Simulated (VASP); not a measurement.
An input for Ansatz (written as the equivalent of a VASP run, and not itself run):

Ansatz 0.2 input:
```yaml
crystal:
  lattice:
    - [4.8500210, 0.0000000, 0.0000000]
    - [0.0000000, 4.8500210, 0.0000000]
    - [0.0000000, 0.0000000, 4.8500210]
  atoms:
    - { symbol: Ag, position: [0.2500000, 0.2500000, 0.7500000] }
    - { symbol: Ag, position: [0.2500000, 0.7500000, 0.2500000] }
    - { symbol: Ag, position: [0.7500000, 0.7500000, 0.7500000] }
    - { symbol: Ag, position: [0.7500000, 0.2500000, 0.2500000] }
    - { symbol: O, position: [0.0000000, 0.0000000, 0.0000000] }
    - { symbol: O, position: [0.5000000, 0.5000000, 0.5000000] }
kpoints:
  mp_grid: { grid: [4, 4, 4], shift: [0.5, 0.5, 0.5] }
hamiltonian:
  xc: pbe
  pseudopotentials: { kind: paw }
scf:
  occupations: { method: gaussian, width: 0.136 }
  max_iter: 100
relax:
  max_steps: 50
  f_tol: 0.01
  cell: {}
output: { forces: true, stress: true, eigenvalues: true }
```

Translate this input to VASP (INCAR, KPOINTS, POSCAR, choice of POTCAR).

This is not unique; one that fits is 
INCAR:
```
ISMEAR=0   # Gaussian
ENCUT=200
ALGO=Normal   # blocked Davidson
GGA=PE   # PBE
NELM=100   # most electronic steps
LMAXMIX=4   # l cut-off of mixed one-centre charges
LASPH=.TRUE.   # aspherical one-centre terms
ISIF=3
NSW=50   # most ionic steps
SIGMA=0.136
EDIFF=1E-6
EDIFFG=-0.01   # ionic stop
LCHARG=.FALSE.
SYSTEM=Ag2O
LWAVE=.FALSE.
IBRION=2   # conjugate gradients
PREC=Accurate
LREAL=.FALSE.   # projection in real space or not
```

KPOINTS:
```
Automatic mesh
0
Gamma
4 4 4
0.5 0.5 0.5
```

POSCAR:
```
Ag2O
1
    4.8500210000     0.0000000000     0.0000000000
    0.0000000000     4.8500210000     0.0000000000
    0.0000000000     0.0000000000     4.8500210000
Ag O
4 2
Direct
  0.2500000000   0.2500000000   0.7500000000
  0.2500000000   0.7500000000   0.2500000000
  0.7500000000   0.7500000000   0.7500000000
  0.7500000000   0.2500000000   0.2500000000
  0.0000000000   0.0000000000   0.0000000000
  0.5000000000   0.5000000000   0.5000000000
```

POTCAR, in this order: Ag O (PBE.64 set). Program: vasp_std.

What does not carry over: each code has its own PAW files, so the cut-off isn't converted (ENCUT is set for VASP's; basis.ecutwfc is left out, and Ansatz then takes the one that its files recommend); Ansatz stops its SCF on the density residual and VASP on the energy change (EDIFF).

The structure comes from a computed database's Ag2O entry; how it stands against other phases isn't given here. This run relaxes it. Symmetry was kept, so distortions that lower it aren't found. The run is one of a series of settings (EDIFFG = -0.01, ENCUT = 200, IBRION = 2, ISIF = 3, NSW = 50, KPOINTS 4×4×4 Γ-centred mesh shifted by (0.5, 0.5, 0.5) against the base run), some of them coarse on purpose.
